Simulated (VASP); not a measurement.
Output of a VASP run:

**OUTCAR**
```
 ion  position               nearest neighbor table
   1  0.498  0.999  1.000-  60 1.53  44 1.53  29 1.53   2 1.57
   2  0.621  0.128  0.128-  17 1.50   3 1.55   5 1.55   1 1.57
   3  0.747  0.253  0.004-  46 1.54   4 1.55   2 1.55  25 1.55
   4  0.872  0.379  0.128-  18 1.50  30 1.55   3 1.55  26 1.57
   5  0.747  0.003  0.253-  35 1.54   6 1.55   2 1.55  14 1.55
   6  0.872  0.128  0.379-  22 1.50   5 1.55  30 1.55  36 1.57
   7  0.998  0.001  0.002-  25 1.54   8 1.54  14 1.54  62 1.56
   8  0.121  0.127  0.127-   7 1.54  15 1.55   9 1.55  30 1.55
   9  0.245  0.249  0.999-  56 1.53  10 1.53  44 1.54   8 1.55
  10  0.368  0.375  0.122-  17 1.51   9 1.53  32 1.55  11 1.56  63 2.69
  11  0.499  0.501  1.000-  46 1.53  58 1.54  10 1.56  12 1.56
  12  0.625  0.631  0.122-  18 1.51  13 1.53  34 1.55  11 1.56  63 2.69
  13  0.751  0.754  0.999-  60 1.53  12 1.53  48 1.54  14 1.55
  14  0.873  0.879  0.127-   7 1.54  49 1.55  13 1.55   5 1.55
  15  0.245  0.999  0.250-  50 1.53  16 1.53  29 1.55   8 1.55
  16  0.368  0.121  0.375-  17 1.51  15 1.53  38 1.55  20 1.56  63 2.69
  17  0.480  0.237  0.238-   2 1.50  10 1.51  16 1.51  63 2.11
  18  0.762  0.520  0.238-   4 1.50  12 1.51  19 1.51  63 2.11
  19  0.879  0.631  0.375-  18 1.51  49 1.53  41 1.55  51 1.56  63 2.69
  20  0.499  0.999  0.501-  35 1.53  54 1.54  21 1.56  16 1.56
  21  0.625  0.121  0.632-  22 1.51  24 1.53  45 1.55  20 1.56  63 2.69
  22  0.762  0.237  0.521-   6 1.50  23 1.51  21 1.51  63 2.11
  23  0.879  0.375  0.632-  22 1.51  55 1.53  47 1.55  51 1.56  63 2.69
  24  0.751  0.998  0.755-  60 1.53  21 1.53  42 1.54  25 1.55
  25  0.873  0.127  0.879-   7 1.54  24 1.55  55 1.55   3 1.55
  26  0.001  0.501  1.000-  56 1.53  48 1.53  27 1.53   4 1.57
  27  0.122  0.627  0.123-  26 1.53  32 1.53  49 1.54  28 1.55
  28  0.250  0.750  0.998-  62 1.54  29 1.55  27 1.55  58 1.55
  29  0.372  0.878  0.123-   1 1.53  34 1.53  15 1.55  28 1.55
  30  0.997  0.253  0.253-  31 1.54   4 1.55   6 1.55   8 1.55
  31  0.122  0.376  0.377-  51 1.53  30 1.54  38 1.56  32 1.56
  32  0.244  0.502  0.246-  33 1.51  27 1.53  10 1.55  31 1.56  63 2.69
  33  0.361  0.639  0.357-  53 1.50  32 1.51  34 1.51  63 2.11
  34  0.498  0.756  0.246-  33 1.51  29 1.53  12 1.55  35 1.56  63 2.69
  35  0.624  0.877  0.377-  20 1.53   5 1.54  34 1.56  41 1.56
  36  0.001  0.999  0.502-  50 1.53  37 1.53  42 1.53   6 1.57
  37  0.122  0.122  0.628-  36 1.53  38 1.53  55 1.54  43 1.55
  38  0.244  0.245  0.502-  39 1.51  37 1.53  16 1.55  31 1.56  63 2.69
  39  0.361  0.356  0.640-  57 1.50  45 1.51  38 1.51  63 2.11
  40  0.643  0.639  0.640-  59 1.50  47 1.51  41 1.51  63 2.11
  41  0.755  0.756  0.503-  40 1.51  42 1.53  19 1.55  35 1.56  63 2.69
  42  0.878  0.878  0.628-  36 1.53  41 1.53  24 1.54  61 1.55
  43  0.250  0.998  0.750-  62 1.54  37 1.55  44 1.55  54 1.55
  44  0.372  0.122  0.879-   1 1.53  45 1.53   9 1.54  43 1.55
  45  0.498  0.245  0.756-  39 1.51  44 1.53  21 1.55  46 1.56  63 2.69
  46  0.624  0.376  0.878-  11 1.53   3 1.54  47 1.56  45 1.56
  47  0.755  0.502  0.756-  40 1.51  48 1.53  23 1.55  46 1.56  63 2.69
  48  0.878  0.627  0.879-  26 1.53  47 1.53  13 1.54  61 1.55
  49  0.001  0.754  0.250-  50 1.53  19 1.53  27 1.54  14 1.55
  50  0.122  0.877  0.376-  36 1.53  49 1.53  15 1.53  53 1.57
  51  0.000  0.501  0.501-  31 1.53  52 1.54  19 1.56  23 1.56
  52  0.126  0.624  0.624-  51 1.54  57 1.55  53 1.55  61 1.55
  53  0.251  0.749  0.498-  33 1.50  52 1.55  54 1.55  50 1.57
  54  0.376  0.874  0.624-  20 1.54  59 1.55  53 1.55  43 1.55
  55  0.001  0.249  0.755-  56 1.53  23 1.53  37 1.54  25 1.55
  56  0.122  0.375  0.878-  26 1.53   9 1.53  55 1.53  57 1.57
  57  0.251  0.498  0.749-  39 1.50  58 1.55  52 1.55  56 1.57
  58  0.376  0.624  0.874-  11 1.54  57 1.55  59 1.55  28 1.55
  59  0.502  0.749  0.749-  40 1.50  54 1.55  58 1.55  60 1.57
  60  0.625  0.877  0.878-   1 1.53  13 1.53  24 1.53  59 1.57
  61  0.002  0.750  0.750-  62 1.54  42 1.55  48 1.55  52 1.55
  62  0.125  0.875  0.876-  28 1.54  61 1.54  43 1.54   7 1.56
  63  0.561  0.438  0.439-  17 2.11  22 2.11  33 2.11  40 2.11  18 2.11  39 2.11  16 2.69  19 2.69
                            38 2.69  12 2.69  45 2.69  21 2.69  10 2.69  34 2.69  41 2.69  23 2.69
 Subroutine IBZKPT returns following result:
 Found      1 irreducible k-points:

 Following reciprocal coordinates:
            Coordinates               Weight
  0.000000  0.000000  0.000000      1.000000
 Subroutine IBZKPT_HF returns following result:
   k-points           NKPTS =      1   k-points in BZ     NKDIM =      1   number of bands    NBANDS=    158
   number of dos      NEDOS =    301   number of ions     NIONS =     63
   total plane-waves  NPLWV =  46656
   dimension x,y,z NGX =    36 NGY =   36 NGZ =   36
   dimension x,y,z NGXF=    72 NGYF=   72 NGZF=   72
   ions per type =              62   1
   PREC   = normal    normal or accurate (medium, high low for compatibility)
   ISTART =      1    job   : 0-new  1-cont  2-samecut
...
```

**OSZICAR**
```
       N       E                     dE             d eps       ncg     rms          rms(c)
DAV:   1    -0.655982506914E+03   -0.65598E+03   -0.83255E+00   632   0.805E+00    0.407E+00
DAV:   2    -0.656076108623E+03   -0.93602E-01   -0.14524E-01   720   0.969E-01    0.269E+00
DAV:   3    -0.656120574552E+03   -0.44466E-01   -0.11611E-01   736   0.100E+00    0.147E+00
DAV:   4    -0.656118777300E+03    0.17973E-02   -0.49492E-02   736   0.584E-01    0.762E-01
DAV:   5    -0.656117899109E+03    0.87819E-03   -0.49572E-03   698   0.179E-01    0.431E-01
DAV:   6    -0.656117169853E+03    0.72926E-03   -0.10245E-03   690   0.928E-02    0.233E-01
DAV:   7    -0.656117006455E+03    0.16340E-03   -0.41473E-04   700   0.531E-02    0.122E-01
DAV:   8    -0.656116954240E+03    0.52215E-04   -0.48001E-05   666   0.191E-02    0.679E-02
DAV:   9    -0.656116938203E+03    0.16037E-04   -0.20863E-05   458   0.123E-02    0.380E-02
DAV:  10    -0.656116935050E+03    0.31524E-05   -0.13123E-05   420   0.849E-03
   1 F= -.65611694E+03 E0= -.65611694E+03  d E =-.975487E-16  mag=     1.0000
```

**OUTCAR**
```
------------------------ aborting loop because EDIFF is reached ----------------------------------------
  volume of cell :      365.00
      direct lattice vectors                 reciprocal lattice vectors
     7.146555159  0.000000000  0.000000000     0.139927556  0.000000000  0.000000000
     0.000000000  7.146555159  0.000000000     0.000000000  0.139927556  0.000000000
     0.000000000  0.000000000  7.146555159     0.000000000  0.000000000  0.139927556
 POSITION                                       TOTAL-FORCE (eV/Angst)
 -----------------------------------------------------------------------------------
      3.56179      7.14129      7.14499         0.126405      0.220979     -0.099054
      4.43895      0.91311      0.91727        -0.034159     -0.221325      0.008083
      5.33973      1.80492      0.02526        -0.011357      0.031849     -0.086744
      6.23153      2.70542      0.91744        -0.133305     -0.204209      0.174505
      5.33963      0.02117      1.80939         0.008165      0.138621     -0.016037
      6.23177      0.91298      2.71002         0.072601     -0.258723      0.091586
      7.13562      0.00918      0.01327         0.024333      0.096177     -0.051523
      0.86522      0.90447      0.90861        -0.024721     -0.080980      0.027147
      1.75348      1.77983      7.13967         0.009119      0.234500     -0.073028
      2.63268      2.67668      0.86875        -0.039744     -0.294861      0.007989
      3.56754      3.57701      7.14529         0.007952      0.016564     -0.077921
      4.46796      4.51144      0.86921        -0.175160     -0.165278      0.230984
      5.36505      5.39116      7.13979         0.198108      0.125852     -0.069827
      6.24005      6.27949      0.90883        -0.036348     -0.123772      0.056923
      1.75373      7.13585      1.78406         0.087307      0.139723     -0.055624
      2.63321      0.86529      2.68087        -0.104328     -0.169064      0.161041
      3.42874      1.69719      1.70047         0.006522      0.428241     -0.077017
      5.44842      3.71605      1.70031         0.129476      0.203520     -0.223148
      6.27953      4.51135      2.68095        -0.196361     -0.149800      0.260197
      3.56791      7.14166      3.58119         0.001730      0.116154     -0.013526
      4.46814      0.86503      4.51586        -0.054059     -0.219025      0.151789
      5.44836      1.69697      3.72011        -0.051596      0.461377     -0.054208
      6.28006      2.67652      4.51610         0.081064     -0.311443      0.105509
      5.36495      7.13571      5.39517        -0.050721      0.142403     -0.115818
      6.24027      0.90437      6.28374         0.005732     -0.088493      0.056618
      0.00384      3.58336      7.14493         0.061698      0.481210     -0.123128
      0.87006      4.48417      0.87665        -0.036574     -0.282604      0.058586
      1.78557      5.35934      7.13462        -0.007914      0.093724     -0.053760
      2.66072      6.27457      0.87688         0.048696     -0.135853      0.121574
      7.12368      1.80492      1.80922         0.043230      0.027999      0.002510
      0.87489      2.68719      2.69092        -0.033040     -0.016707      0.013836
      1.74507      3.58749      1.75594        -0.075702      0.303081     -0.106897
      2.57723      4.56686      2.55130         0.044962     -0.452278      0.077483
      3.55749      5.39934      1.75630         0.062912      0.217011     -0.154899
      4.45761      6.26974      2.69112        -0.001559     -0.130558      0.011446
      0.00368      7.14129      3.58712         0.036581      0.228399     -0.273854
      0.87028      0.87284      4.48831        -0.032888     -0.107347      0.246771
      1.74557      1.75275      3.59114         0.202502      0.148541     -0.269234
      2.57709      2.54726      4.57191        -0.132739     -0.185141      0.229519
      4.59755      4.56709      4.57185        -0.030010     -0.432572      0.075096
      5.39245      5.39938      3.59128         0.100117      0.157958     -0.170692
      6.27183      6.27456      4.48817        -0.084214     -0.137834      0.050304
      1.78575      7.13083      5.36302         0.037717      0.127492     -0.054266
      2.66056      0.87278      6.27864        -0.194299     -0.123250      0.070898
      3.55759      1.75257      5.40320         0.187054      0.162163     -0.229235
      4.45790      2.68712      6.27404        -0.008084     -0.018373      0.066231
      5.39277      3.58736      5.40363         0.046631      0.284220     -0.007362
      6.27209      4.48414      6.27877        -0.007343     -0.237076      0.074573
      0.00905      5.39116      1.78385         0.027702      0.112641     -0.252297
      0.87524      6.26938      2.68546        -0.033444     -0.228958      0.260617
      0.00341      3.57703      3.58127         0.043726      0.012441     -0.013889
      0.90200      4.45871      4.46258        -0.046899     -0.017920      0.007760
      1.79388      5.35096      3.56178        -0.068007      0.254728     -0.090520
      2.68634      6.24277      4.46248        -0.019351     -0.135708      0.023991
      0.00925      1.77990      5.39531         0.029875      0.282016     -0.051523
      0.87527      2.68089      6.27377        -0.066195     -0.486345      0.121720
      1.79413      3.55820      5.35478         0.137570      0.207525     -0.183368
      2.68614      4.45877      6.24697         0.004141     -0.022305      0.083907
      3.58689      5.35098      5.35493         0.035569      0.211362     -0.015044
      4.46358      6.26918      6.27362        -0.120297     -0.213731      0.101909
      0.01416      5.35935      5.36316         0.018142      0.081937     -0.021196
      0.89030      6.25459      6.25856        -0.024649     -0.098691      0.048172
...
```
(Selected blocks of OUTCAR.)

**POSCAR**
```
SnC62
1
    7.1465551589     0.0000000000     0.0000000000
    0.0000000000     7.1465551589     0.0000000000
    0.0000000000     0.0000000000     7.1465551589
C Sn
62 1
Direct
  0.4983929385   0.9992631706   0.9997805255
  0.6211319527   0.1277692871   0.1283513170
  0.7471755210   0.2525578728   0.0035340113
  0.8719630961   0.3785628412   0.1283749168
  0.7471614876   0.0029625605   0.2531836198
  0.8719957422   0.1277504838   0.3792066177
  0.9984692549   0.0012852178   0.0018569114
  0.1210683302   0.1265601090   0.1271401860
  0.2453596190   0.2490474423   0.9990362386
  0.3683846747   0.3745418696   0.1215625690
  0.4991975154   0.5005222334   0.9998231010
  0.6251908140   0.6312742180   0.1216261564
  0.7507178517   0.7543725205   0.9990538011
  0.8731547903   0.8786737933   0.1271701366
  0.2453954847   0.9985018359   0.2496388536
  0.3684585585   0.1210783236   0.3751279092
  0.4797756920   0.2374830550   0.2379424048
  0.7623842195   0.5199782898   0.2379207933
  0.8786788995   0.6312618638   0.3751391914
  0.4992483446   0.9993145912   0.5011064735
  0.6252157152   0.1210419142   0.6318930741
  0.7623754166   0.2374531410   0.5205455493
  0.8787527649   0.3745194657   0.6319261436
  0.7507047905   0.9984820455   0.7549329893
  0.8731853546   0.1265462258   0.8792680488
  0.0005371097   0.5014114861   0.9997728105
  0.1217447785   0.6274588685   0.1226675995
  0.2498505969   0.7499195450   0.9983293942
  0.3723082036   0.8779853165   0.1226997845
  0.9967992403   0.2525584516   0.2531597993
  0.1224209506   0.3760122940   0.3765344755
  0.2441827423   0.5019883707   0.2457037656
  0.3606253155   0.6390294862   0.3569975356
  0.4977906204   0.7555169570   0.2457543997
  0.6237431530   0.8773094540   0.3765623085
  0.0005147209   0.9992632416   0.5019373405
  0.1217755340   0.1221344641   0.6280376126
  0.2442531601   0.2452581254   0.5024991648
  0.3606059784   0.3564319005   0.6397365549
  0.6433242451   0.6390619488   0.6397272603
  0.7545521170   0.7555223644   0.5025191820
  0.8776021027   0.8779841498   0.6280185488
  0.2498757404   0.9978001179   0.7504337707
  0.3722852757   0.1221265663   0.8785545884
  0.4978046224   0.2452324623   0.7560558828
  0.6237823575   0.3760019959   0.8779117136
  0.7545969398   0.5019703717   0.7561162357
  0.8776379068   0.6274546807   0.8785723596
  0.0012665608   0.7543721297   0.2496103214
  0.1224699083   0.8772588795   0.3757699822
  0.0004765730   0.5005243960   0.5011190476
  0.1262139707   0.6238966534   0.6244372829
  0.2510138288   0.7487464655   0.4983908854
  0.3758931670   0.8735351987   0.6244239157
  0.0012944171   0.2490566187   0.7549531739
  0.1224746917   0.3751310426   0.8778732362
  0.2510483034   0.4978904239   0.7492811160
  0.3758643409   0.6239046574   0.8741231213
  0.5019044373   0.7487491407   0.7493016812
  0.6245773698   0.8772310781   0.8778519253
  0.0019810167   0.7499210356   0.7504543195
  0.1245770466   0.8751901529   0.8757455609
  0.5614811276   0.4382381373   0.4388178035
```

Task: Write an INCAR and KPOINTS that could have produced this output.

Result: One answer among several that fit: the input of the run itself, HSE06 screened hybrid, plane waves, VASP's PBE PAW potentials (set 64).

**KPOINTS**
```
Automatic mesh
0
Gamma
1 1 1
0 0 0
```

INCAR:
```
! general
SYSTEM   = SnC62
PREC     = Normal
ENCUT    = 400   ! plane-wave cut-off (eV)
LREAL    = Auto
LASPH    = T
ISYM     = 0
NELECT   = 251.0

! electronic loop
EDIFF    = 1E-5   ! SCF stop (eV)
NELM     = 50   ! most electronic steps
NELMIN   = 4
ALGO     = Normal   ! blocked Davidson
LMAXMIX  = 4   ! l cut-off of mixed one-centre charges

! smearing
ISMEAR   = 0
SIGMA    = 0.05   ! width (eV)

! functional
GGA      = PE   ! PBE
LHFCALC  = T
AEXX     = 0.25
HFSCREEN = 0.2
PRECFOCK = Fast

! spin
ISPIN    = 2
MAGMOM   = 63*0.0159
NUPDOWN  = 1

! ions
ISIF     = 0

! output
LWAVE    = F
LCHARG   = F
LORBIT   = 10
```

POTCAR, in this order: C Sn (PBE.64 set). Program: vasp_gam. Read from the step before: WAVECAR.

The cell is charged, with a uniform compensating background. The supercell is sampled at Γ alone, which is coarse: total energies, pressure and levels can be off, energies of defects by several tenths of an eV.

The cell is a supercell with a defect, built from C (diamond): Sn_C-vac_C, charge +1. The cell's shape comes from a PBE relaxation.
